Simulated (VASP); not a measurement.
# MoS2: accuracy against cost in the SCF threshold and SCF solver, part 2 of 3

A convergence test on MoS2: the SCF threshold and SCF solver. The series runs use LDA. The start is a cell from a database of measured crystal structures.

VASP 6.6.1; LDA; plane waves and PAW (Mo_sv, S).

Still holding for the runs below: Spin-orbit coupling is off here; it would split degenerate levels.

So far. Step 6 (SCF threshold: EDIFF = 1E-06): Against the run before the energy stays within 0.01 meV an atom; the pressure moves by +0.02 GPa, after 15 cycles in 8 s.

The database entry behind the starting cell differs from later determinations by our own check (about 0.3 % long), so it need not match the best structure at ambient conditions.

## (7) SCF threshold: EDIFF = 1E-08

INCAR

```
SYSTEM = MoS2
PREC = Accurate
ENCUT = 400
EDIFF = 1E-08
NELM = 100
ISMEAR = -1
SIGMA = 0.05
LREAL = .FALSE.
ALGO = Normal
GGA = CA
NBANDS = 32
LASPH = .TRUE.
LORBIT = 11
LWAVE = .FALSE.
LCHARG = .FALSE.
KPAR = 4
ISIF = 2
```

POSCAR

```
MoS2
1.0
    3.1690000000      0.0000000000      0.0000000000
   -1.5845000000      2.7444345046      0.0000000000
    0.0000000000      0.0000000000     12.3240000000
Mo S
2 4
Direct
    0.3333333333      0.6666666667      0.2500000000
    0.6666666667      0.3333333333      0.7500000000
    0.3333333333      0.6666666667      0.6230000000
    0.6666666667      0.3333333333      0.1230000000
    0.3333333333      0.6666666667      0.8770000000
    0.6666666667      0.3333333333      0.3770000000
```

KPOINTS

```
Automatic mesh
0
Gamma
7 7 2
0 0 0
```

Potentials, in the order of the species: Mo_sv and S (PBE family, release 64).

On the command line:

```console
$ mpirun -np 4 vasp_std
```

What it wrote:

```text
[... set-up lines as in an earlier step ...]
 entering main loop
       N       E                     dE             d eps       ncg     rms          rms(c)
[... 13 cycles as in an earlier step ...]
DAV:  14    -0.490464202213E+02   -0.13666E-05   -0.89086E-06  1248   0.171E-02    0.249E-02
DAV:  15    -0.490464194321E+02    0.78926E-06   -0.16002E-06  1296   0.805E-03    0.672E-03
DAV:  16    -0.490464192219E+02    0.21012E-06   -0.13562E-06  1232   0.590E-03    0.164E-03
DAV:  17    -0.490464192258E+02   -0.38208E-08   -0.46489E-08  1128   0.131E-03
   1 F= -.49046419E+02 E0= -.49046417E+02  d E =-.509524E-05
```

Elapsed: 8.8 s, on 4 MPI ranks of AMD EPYC 9R45, shared host; peak memory 0.65 GiB; 33 s of CPU time.

Parts of OUTCAR (step 7):

```text
  Total       -3.7062546     -3.7062546     -3.3598482      0.0000000     -0.0000000     -0.0000000
  in kB      -55.4011815    -55.4011815    -50.2230909      0.0000000     -0.0000000     -0.0000000
  external PRESSURE =     -53.6751513 kB  Pullay stress =       0.0000000 kB

 POSITION                                       TOTAL-FORCE (eV/Angst)
 -----------------------------------------------------------------------------------
     -0.00000      1.82962      3.08100         0.000000     -0.000000     -0.000000
      1.58450      0.91481      9.24300        -0.000000      0.000000     -0.000000
     -0.00000      1.82962      7.67785         0.000000     -0.000000      0.417160
      1.58450      0.91481      1.51585        -0.000000      0.000000      0.417160
     -0.00000      1.82962     10.80815        -0.000000     -0.000000     -0.417160
      1.58450      0.91481      4.64615         0.000000      0.000000     -0.417160
 -----------------------------------------------------------------------------------
    total drift:                               -0.000000      0.000000     -0.000000

  FREE ENERGIE OF THE ION-ELECTRON SYSTEM (eV)
  ---------------------------------------------------
  free  energy   TOTEN  =       -49.0464192258 eV

  energy  without entropy=      -49.0464141305  energy(sigma->0) =      -49.04641668

[... 2 parts as in an earlier step ...]

[... 1 further part left out ...]
[key lines of the parts left out:]
E-fermi :   7.7037
```

Against the run before the energy stays within 0.01 meV an atom; the pressure moves by +0.02 GPa, after 17 cycles in 8.8 s.

## (8) The SCF threshold series as a table

This step: convergence of LDA results with the threshold; plane waves and PAW (VASP 6.6.1).

Derived from the runs above.

Differences are taken from the run with EDIFF = 1E-08. Results of the series, by row:

```tsv
setting	status	energy less the reference (meV/atom)	pressure (GPa)	largest force difference (meV/Å)	gap (eV)	SCF cycles	wall time (s)
EDIFF = 0.01	converged	-0.0522	-6.091	21.55	0.9328	10	5.4
EDIFF = 0.001	converged	-0.02052	-5.671	8.023	0.9324	11	6
EDIFF = 1E-04	converged	4.37e-4	-5.357	1.451	0.9346	13	6.8
EDIFF = 1E-05	converged	-1.50e-4	-5.408	0.818	0.9343	14	7.6
EDIFF = 1E-06	converged	-3.17e-5	-5.384	0.01	0.9343	15	8
EDIFF = 1E-08	converged	0	-5.368	0	0.9343	17	8.8
```

## (9) SCF solver: ALGO = Normal

This step: LDA; plane waves and PAW (Mo_sv, S) (VASP 6.6.1).

All solvers should reach one answer; they differ in cycles and robustness.

Changes to INCAR since step 7:

```diff
@@ -3,3 +3,3 @@
 ENCUT = 400
-EDIFF = 1E-08
+EDIFF = 1E-06
 NELM = 100
```

POSCAR is that of step 7.

KPOINTS is that of step 7.

On the command line:

```console
$ mpirun -np 4 vasp_std
```

What it wrote:

```text
[... set-up lines as in an earlier step ...]
 entering main loop
       N       E                     dE             d eps       ncg     rms          rms(c)
[... 15 cycles as in an earlier step ...]
   1 F= -.49046419E+02 E0= -.49046417E+02  d E =-.509611E-05
```

Run time: 7.6 s. Hardware: 4 MPI ranks; peak memory 0.63 GiB.

OUTCAR, selected parts (step 9):

```text
   NELECT =      52.0000    total number of electrons

 E-fermi :   7.7038

 k-point     1 :       0.0000    0.0000    0.0000
  band No.  band energies     occupation
    ...
     22       5.1497      2.00000
     23       5.1497      2.00000
     24       6.0828      2.00000
     25       6.1231      2.00000
     26       7.2857      1.99953
     27       9.3773      0.00000
     28       9.3773      0.00000
     29       9.4058      0.00000
     30       9.4058      0.00000
     31       9.5530      0.00000
    ...

[... 13 parts as in an earlier step ...]

[... 8 further parts left out ...]
```

Numbers from this step:

```
SCF cycles : 15
pressure   : -5.384 GPa
```

The series starts at -8.1744 eV an atom and -5.38 GPa, after 15 cycles in 7.6 s.

## (10) SCF solver: ALGO = Fast

Changes to INCAR since step 9:

```diff
@@ -8,3 +8,3 @@
 LREAL = .FALSE.
-ALGO = Normal
+ALGO = Fast
 GGA = CA
```

POSCAR is that of step 9.

KPOINTS is that of step 9.

On the command line:

```console
$ mpirun -np 4 vasp_std
```

What it wrote:

```text
[... set-up lines as in an earlier step ...]
 entering main loop
       N       E                     dE             d eps       ncg     rms          rms(c)
[... 5 cycles as in an earlier step ...]
RMM:   6    -0.496710432062E+02    0.25347E+01   -0.18459E+01  1077   0.191E+01    0.105E+01
RMM:   7    -0.491059871027E+02    0.56506E+00   -0.27683E+00  1037   0.791E+00    0.747E+00
RMM:   8    -0.490484432787E+02    0.57544E-01   -0.10661E+00  1135   0.474E+00    0.114E+00
RMM:   9    -0.490488520446E+02   -0.40877E-03   -0.17587E-01  1247   0.192E+00    0.735E-01
[...]
RMM:  14    -0.490464181362E+02   -0.13333E-05   -0.68055E-05  1309   0.379E-02    0.980E-03
RMM:  15    -0.490464188135E+02   -0.67722E-06   -0.19551E-05  1192   0.183E-02    0.278E-03
RMM:  16    -0.490464190909E+02   -0.27741E-06   -0.34354E-06   908   0.779E-03
   1 F= -.49046419E+02 E0= -.49046417E+02  d E =-.509586E-05
```

It took 8.8 s on 4 MPI ranks; peak memory 0.63 GiB; 33 s of CPU time.

OUTCAR, selected parts (step 10):

```text
  Total       -3.7062998     -3.7062998     -3.3582023      0.0000000      0.0000000      0.0000000
  in kB      -55.4018573    -55.4018573    -50.1984878      0.0000000      0.0000000      0.0000000
  external PRESSURE =     -53.6674008 kB  Pullay stress =       0.0000000 kB

 POSITION                                       TOTAL-FORCE (eV/Angst)
 -----------------------------------------------------------------------------------
     -0.00000      1.82962      3.08100         0.000000      0.000000      0.000000
      1.58450      0.91481      9.24300        -0.000000      0.000000      0.000000
     -0.00000      1.82962      7.67785        -0.000000      0.000000      0.416896
      1.58450      0.91481      1.51585         0.000000      0.000000      0.416896
     -0.00000      1.82962     10.80815         0.000000      0.000000     -0.416896
      1.58450      0.91481      4.64615         0.000000      0.000000     -0.416896
 -----------------------------------------------------------------------------------
    total drift:                               -0.000000      0.000000     -0.000000

  FREE ENERGIE OF THE ION-ELECTRON SYSTEM (eV)
  ---------------------------------------------------
  free  energy   TOTEN  =       -49.0464190909 eV

  energy  without entropy=      -49.0464139950  energy(sigma->0) =      -49.04641654

[... 2 parts as in an earlier step ...]

[... 1 further part left out ...]
[key lines of the parts left out:]
E-fermi :   7.7037
```

Against the first of the series the energy stays within 0.01 meV an atom; the pressure moves by +0.02 GPa, after 16 cycles in 8.8 s.

## (11) SCF solver: ALGO = VeryFast

Changes to INCAR since step 10:

```diff
@@ -8,3 +8,3 @@
 LREAL = .FALSE.
-ALGO = Fast
+ALGO = VeryFast
 GGA = CA
```

POSCAR is that of step 10.

KPOINTS is that of step 10.

On the command line:

```console
$ mpirun -np 4 vasp_std
```

What it wrote:

```text
[... set-up lines as in an earlier step ...]
 entering main loop
       N       E                     dE             d eps       ncg     rms          rms(c)
RMM:   1     0.675451837083E+03    0.67545E+03   -0.20698E+04   512   0.112E+03
RMM:   2    -0.346900404104E+02   -0.71014E+03   -0.81110E+03   512   0.360E+02
RMM:   3     0.937319905945E+01    0.44063E+02   -0.15803E+03   512   0.194E+02
RMM:   4    -0.257868583869E+02   -0.35160E+02   -0.33964E+02   512   0.838E+01
[...]
RMM:  21    -0.490464156655E+02   -0.73063E-05   -0.74080E-05  1334   0.241E-02    0.793E-03
RMM:  22    -0.490464176472E+02   -0.19817E-05   -0.22856E-05  1002   0.112E-02    0.250E-03
RMM:  23    -0.490464184866E+02   -0.83945E-06   -0.88690E-06   855   0.555E-03
   1 F= -.49046418E+02 E0= -.49046416E+02  d E =-.509155E-05
```

Elapsed: 11 s, on 4 MPI ranks; peak memory 0.62 GiB.

From OUTCAR (step 11):

```text
  Total       -3.7055975     -3.7055975     -3.3582309      0.0000000     -0.0000000      0.0000000
  in kB      -55.3913603    -55.3913603    -50.1989151      0.0000000     -0.0000000      0.0000000
  external PRESSURE =     -53.6605452 kB  Pullay stress =       0.0000000 kB

 POSITION                                       TOTAL-FORCE (eV/Angst)
 -----------------------------------------------------------------------------------
     -0.00000      1.82962      3.08100         0.000000     -0.000000      0.000000
      1.58450      0.91481      9.24300        -0.000000      0.000000      0.000000
     -0.00000      1.82962      7.67785        -0.000000      0.000000      0.417324
      1.58450      0.91481      1.51585        -0.000000      0.000000      0.417324
     -0.00000      1.82962     10.80815         0.000000     -0.000000     -0.417324
      1.58450      0.91481      4.64615         0.000000     -0.000000     -0.417324
 -----------------------------------------------------------------------------------
    total drift:                               -0.000000      0.000000     -0.000000

  FREE ENERGIE OF THE ION-ELECTRON SYSTEM (eV)
  ---------------------------------------------------
  free  energy   TOTEN  =       -49.0464184866 eV

  energy  without entropy=      -49.0464133951  energy(sigma->0) =      -49.04641594

[... 2 parts as in an earlier step ...]

[... 1 further part left out ...]
[key lines of the parts left out:]
E-fermi :   7.7037
```

Against the first of the series the energy stays within 0.01 meV an atom; the pressure moves by +0.02 GPa, after 23 cycles in 11 s.

## (12) SCF solver: ALGO = All

Changes to INCAR since step 11:

```diff
@@ -8,3 +8,3 @@
 LREAL = .FALSE.
-ALGO = VeryFast
+ALGO = All
 GGA = CA
```

POSCAR is that of step 11.

KPOINTS is that of step 11.

On the command line:

```console
$ mpirun -np 4 vasp_std
```

What it wrote:

```text
[... set-up lines as in an earlier step ...]
 entering main loop
       N       E                     dE             d eps       ncg     rms           ort
DAV:   1     0.377064312249E+03    0.37706E+03   -0.26539E+04   512   0.129E+03
DAV:   2    -0.322805912899E+02   -0.40934E+03   -0.39792E+03   512   0.353E+02
DAV:   3    -0.517541658062E+02   -0.19474E+02   -0.19306E+02   512   0.696E+01
DAV:   4    -0.521955522258E+02   -0.44139E+00   -0.44025E+00   512   0.102E+01
DAV:   5    -0.522057525754E+02   -0.10200E-01   -0.10194E-01   512   0.148E+00
SDA:   6    -0.409070695474E+02    0.11299E+02   -0.10194E-01   512   0.492E+02   0.000E+00
 gam= 0.000 g(H,U,f)=  0.326E+02 0.166E+02 0.270E-04 ort(H,U,f) = 0.000E+00 0.000E+00 0.000E+00
 gam= 0.000 trial= 0.400  step=  0.2622 mean=  0.4000
CGA:   7    -0.475765790401E+02   -0.66695E+01   -0.64451E+01   512   0.555E+01   0.763E-01
 gam= 0.113 g(H,U,f)=  0.504E+01 0.511E+00 0.351E-05 ort(H,U,f) =-0.277E+01 0.284E+01 0.812E-05
 gam= 0.113 trial= 0.386  step=  0.3385 mean=  0.3862
[...]
gam= 0.419 trial= 0.473  step=  0.6654 mean=  0.4730
CGA:  20    -0.490463991218E+02   -0.25143E-04   -0.25147E-04   512   0.358E-04  -0.609E-07
 gam= 0.474 g(H,U,f)=  0.329E-04 0.289E-05 0.933E-11 ort(H,U,f) =-0.228E-05 0.222E-05 0.433E-10
 gam= 0.474 trial= 0.492  step=  0.6918 mean=  0.4922
CGA:  21    -0.490464115043E+02   -0.12383E-04   -0.12389E-04   512   0.141E-04  -0.445E-07
 gam= 0.395 g(H,U,f)=  0.139E-04 0.245E-06 0.402E-11 ort(H,U,f) = 0.106E-06-0.151E-06-0.198E-10
 gam= 0.395 trial= 0.512  step=  0.6734 mean=  0.5122
CGA:  22    -0.490464162640E+02   -0.47597E-05   -0.47583E-05   512   0.505E-05  -0.791E-10
 gam= 0.357 g(H,U,f)=  0.492E-05 0.131E-06 0.608E-11 ort(H,U,f) = 0.577E-07-0.578E-07-0.473E-11
 gam= 0.357 trial= 0.528  step=  0.6921 mean=  0.5283
CGA:  23    -0.490464180117E+02   -0.17477E-05   -0.17483E-05   512   0.203E-05   0.103E-08
 gam= 0.401 g(H,U,f)=  0.199E-05 0.336E-07 0.199E-11 ort(H,U,f) =-0.459E-07 0.469E-07 0.251E-11
 gam= 0.401 trial= 0.545  step=  0.6597 mean=  0.5447
CGA:  24    -0.490464186807E+02   -0.66894E-06   -0.66871E-06   512   0.914E-06  -0.936E-09
 gam= 0.451 g(H,U,f)=  0.862E-06 0.523E-07 0.632E-12 ort(H,U,f) = 0.833E-08-0.927E-08 0.165E-11
 gam= 0.451 trial= 0.556  step=  0.6387 mean=  0.5562
 final diagonalization occupied
   1 F= -.49046419E+02 E0= -.49046416E+02  d E =-.509288E-05
```

It took 11 s on 4 MPI ranks; peak memory 0.72 GiB; 42 s of CPU time.

From OUTCAR (step 12):

```text
  Total       -3.7042274     -3.7042274     -3.3610391      0.0000000     -0.0000000      0.0000000
  in kB      -55.3708799    -55.3708799    -50.2408924      0.0000000     -0.0000000      0.0000000
  external PRESSURE =     -53.6608840 kB  Pullay stress =       0.0000000 kB

 POSITION                                       TOTAL-FORCE (eV/Angst)
 -----------------------------------------------------------------------------------
     -0.00000      1.82962      3.08100         0.000000     -0.000000      0.000000
      1.58450      0.91481      9.24300        -0.000000      0.000000      0.000000
     -0.00000      1.82962      7.67785        -0.000000     -0.000000      0.415303
      1.58450      0.91481      1.51585         0.000000      0.000000      0.415303
     -0.00000      1.82962     10.80815        -0.000000      0.000000     -0.415303
      1.58450      0.91481      4.64615         0.000000      0.000000     -0.415303
 -----------------------------------------------------------------------------------
    total drift:                               -0.000000      0.000000     -0.000000

  FREE ENERGIE OF THE ION-ELECTRON SYSTEM (eV)
  ---------------------------------------------------
  free  energy   TOTEN  =       -49.0464186807 eV

  energy  without entropy=      -49.0464135878  energy(sigma->0) =      -49.04641613

[... 2 parts as in an earlier step ...]

[... 1 further part left out ...]
[key lines of the parts left out:]
E-fermi :   7.7037
```

Against the first of the series the energy stays within 0.01 meV an atom; the pressure moves by +0.02 GPa, after 24 cycles in 11 s.

## (13) SCF solver: ALGO = Damped

Changes to INCAR since step 12:

```diff
@@ -8,3 +8,3 @@
 LREAL = .FALSE.
-ALGO = All
+ALGO = Damped
 GGA = CA
```

POSCAR is that of step 12.

KPOINTS is that of step 12.

On the command line:

```console
$ mpirun -np 4 vasp_std
```

What it wrote:

```text
[... set-up lines as in an earlier step ...]
 entering main loop
       N       E                     dE             d eps       ncg     rms           ort
DAV:   1     0.593680512216E+03    0.59368E+03   -0.24438E+04   512   0.129E+03
DAV:   2     0.392453510587E+02   -0.55444E+03   -0.54517E+03   512   0.443E+02
DAV:   3    -0.311481004875E+02   -0.70393E+02   -0.68435E+02   512   0.153E+02
DAV:   4    -0.463545784296E+02   -0.15206E+02   -0.14888E+02   512   0.670E+01
[...]
DMP:  28    -0.490464173396E+02   -0.35212E-05   -0.15777E-05   512   0.209E-05   0.484E-05
DMP:  29    -0.490464185299E+02   -0.11902E-05   -0.54533E-06   512   0.634E-06   0.191E-05
DMP:  30    -0.490464189478E+02   -0.41792E-06   -0.22732E-06   512   0.300E-06   0.702E-06
 final diagonalization occupied
   1 F= -.49046419E+02 E0= -.49046416E+02  d E =-.498698E-05
```

Elapsed: 10 s, on 4 MPI ranks; peak memory 0.72 GiB; 39 s of CPU time.

OUTCAR, selected parts (step 13):

```text
  Total       -3.7053870     -3.7053870     -3.3570524      0.0000000      0.0000000      0.0000000
  in kB      -55.3882134    -55.3882134    -50.1812987      0.0000000      0.0000000      0.0000000
  external PRESSURE =     -53.6525752 kB  Pullay stress =       0.0000000 kB

 POSITION                                       TOTAL-FORCE (eV/Angst)
 -----------------------------------------------------------------------------------
     -0.00000      1.82962      3.08100        -0.000000      0.000000      0.000000
      1.58450      0.91481      9.24300         0.000000     -0.000000      0.000000
     -0.00000      1.82962      7.67785        -0.000000     -0.000000      0.417883
      1.58450      0.91481      1.51585         0.000000     -0.000000      0.417883
     -0.00000      1.82962     10.80815        -0.000000      0.000000     -0.417883
      1.58450      0.91481      4.64615         0.000000     -0.000000     -0.417883
 -----------------------------------------------------------------------------------
    total drift:                               -0.000000      0.000000     -0.000000

  FREE ENERGIE OF THE ION-ELECTRON SYSTEM (eV)
  ---------------------------------------------------
  free  energy   TOTEN  =       -49.0464189478 eV

  energy  without entropy=      -49.0464139608  energy(sigma->0) =      -49.04641645

[... 2 parts as in an earlier step ...]

[... 1 further part left out ...]
[key lines of the parts left out:]
E-fermi :   7.7049
```

Against the first of the series the energy stays within 0.01 meV an atom; the pressure moves by +0.02 GPa, after 30 cycles in 10 s.

## (14) SCF solver: AMIX = 0.1, BMIX = 0.01

Changes to INCAR since step 13:

```diff
@@ -8,3 +8,3 @@
 LREAL = .FALSE.
-ALGO = Damped
+ALGO = Normal
 GGA = CA
@@ -17 +17,3 @@
 ISIF = 2
+AMIX = 0.1
+BMIX = 0.01
```

POSCAR is that of step 13.

KPOINTS is that of step 13.

On the command line:

```console
$ mpirun -np 4 vasp_std
```

What it wrote:

```text
[... set-up lines as in an earlier step ...]
 entering main loop
       N       E                     dE             d eps       ncg     rms          rms(c)
[... 5 cycles as in an earlier step ...]
DAV:   6    -0.504335334310E+02    0.17722E+01   -0.20635E+00  1176   0.789E+00    0.276E+01
DAV:   7    -0.494566697958E+02    0.97686E+00   -0.74155E+00  1152   0.148E+01    0.106E+01
DAV:   8    -0.491155464957E+02    0.34112E+00   -0.28800E+00  1168   0.737E+00    0.471E+00
DAV:   9    -0.491135417493E+02    0.20047E-02   -0.32254E-01  1328   0.297E+00    0.333E+00
[...]
DAV:  17    -0.490464281949E+02    0.28792E-04   -0.49255E-05  1152   0.370E-02    0.229E-01
DAV:  18    -0.490464268564E+02    0.13385E-05   -0.71084E-06  1168   0.103E-02    0.204E-01
DAV:  19    -0.490464268224E+02    0.33926E-07   -0.11629E-07   704   0.205E-03
   1 F= -.49046427E+02 E0= -.49046424E+02  d E =-.511734E-05
```

The job ended after 9.6 s (4 MPI ranks; peak memory 0.62 GiB).

Parts of OUTCAR (step 14):

```text
  Total       -3.7059108     -3.7059108     -3.3501362      0.0000000     -0.0000000     -0.0000000
  in kB      -55.3960433    -55.3960433    -50.0779165      0.0000000     -0.0000000     -0.0000000
  external PRESSURE =     -53.6233344 kB  Pullay stress =       0.0000000 kB

 POSITION                                       TOTAL-FORCE (eV/Angst)
 -----------------------------------------------------------------------------------
     -0.00000      1.82962      3.08100        -0.000000     -0.000000      0.000000
      1.58450      0.91481      9.24300         0.000000      0.000000      0.000000
     -0.00000      1.82962      7.67785        -0.000000      0.000000      0.416904
      1.58450      0.91481      1.51585         0.000000     -0.000000      0.416904
     -0.00000      1.82962     10.80815        -0.000000      0.000000     -0.416904
      1.58450      0.91481      4.64615         0.000000     -0.000000     -0.416904
 -----------------------------------------------------------------------------------
    total drift:                               -0.000000      0.000000     -0.000000

  FREE ENERGIE OF THE ION-ELECTRON SYSTEM (eV)
  ---------------------------------------------------
  free  energy   TOTEN  =       -49.0464268224 eV

  energy  without entropy=      -49.0464217051  energy(sigma->0) =      -49.04642426

[... 2 parts as in an earlier step ...]

[... 1 further part left out ...]
[key lines of the parts left out:]
E-fermi :   7.7039
```

Against the first of the series the energy stays within 0.01 meV an atom; the pressure moves by +0.02 GPa, after 19 cycles in 9.6 s.

(Part 2 of 3 ends here.)

[Lines on the potential files, build, host, timing and source positions are cut from VASP's logs without a mark.]

[Logs are printed without paths, hosts, clocks, repeated set-up lines and the standing remarks that a program may print on its own settings, such as how far it seeks lower states.]

[Hosts, paths, dates, database ids (printed as entryN), source tags and the programs' standing remarks are cut or masked in the printed files.]

[A measured line is paired with the nearest computed mode of its activity, which favours agreement.]
